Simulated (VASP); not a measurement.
Given:

```yaml
crystal:
  lattice:
    - [4.02473, 0.00000, 0.00000]
    - [0.00000, 4.02473, 0.00000]
    - [0.00000, 0.00000, 4.02473]
  atoms:
    - { symbol: K, position: [0.00000, 0.00000, 0.00000] }
    - { symbol: Mg, position: [0.50000, 0.50000, 0.50000] }
    - { symbol: F, position: [0.50000, 0.00000, 0.50000] }
    - { symbol: F, position: [0.00000, 0.50000, 0.50000] }
    - { symbol: F, position: [0.50000, 0.50000, 0.00000] }
```

Method: PBEsol GGA, VASP's PBE PAW potentials (set 64) (plane waves; VASP 6.6.1). Numerical set-up: 520 eV cut-off, 6×6×6 Γ-centred mesh, Gaussian smearing of 0.050 eV, potentials K_sv Mg F.

Problem. What does the run give for the energy per atom (σ→0), pressure, band gap (on the k-mesh) with the smallest direct gap where there is one?

Solution. 
```
Property                                      Value
-----------------------------------  --------------
band gap (on the k-mesh)                    6.91 eV
smallest direct gap (on the k-mesh)         7.24 eV
energy per atom (σ→0)                -5.051 eV/atom
pressure                                 -20.9 kbar
```

The absolute energy has meaning only against runs of the same code, potentials and settings.

The compound is KMgF3 in the cubic perovskite structure. This cell is one point of a volume scan, at 1.03 of the reference volume.
